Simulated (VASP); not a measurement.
Given:

```
AlCo
1.0
    2.82225     0.00000     0.00000
    0.00000     2.82225     0.00000
    0.00000     0.00000     2.82225
Al Co
1 1
Cartesian
  1.41112   1.41112   1.41112
  0.00000   0.00000   0.00000
```

Method: AM05 GGA, VASP's PBE PAW potentials (set 64) (plane waves; VASP). Run with 520 eV cut-off, Gaussian smearing of 0.050 eV, potentials Al Co.

Question: Give the energies of bands 1 to 9 at the high-symmetry points, in eV from the Fermi level.

Answer: 
| band | Γ | X | M | R |
|---|---|---|---|---|
| 1 | -11.28 | -6.89 | -5.38 | -4.08 |
| 2 | -3.15 | -6.80 | -3.22 | -4.08 |
| 3 | -3.15 | -2.54 | -2.76 | -4.08 |
| 4 | -0.86 | -1.78 | -2.76 | -0.26 |
| 5 | -0.86 | -1.78 | -1.56 | -0.26 |
| 6 | -0.86 | -0.75 | -1.56 | 2.35 |
| 7 | 6.11 | 0.15 | -0.30 | 2.35 |
| 8 | 6.11 | 8.39 | 2.48 | 2.35 |
| 9 | 6.11 | 10.75 | 3.66 | 4.45 |

It has no gap at this level: it comes out as a metal or semimetal.

The compound is CoAl in the CsCl type structure. It was relaxed first. The run is not spin-polarised, so no magnetic state was tried.
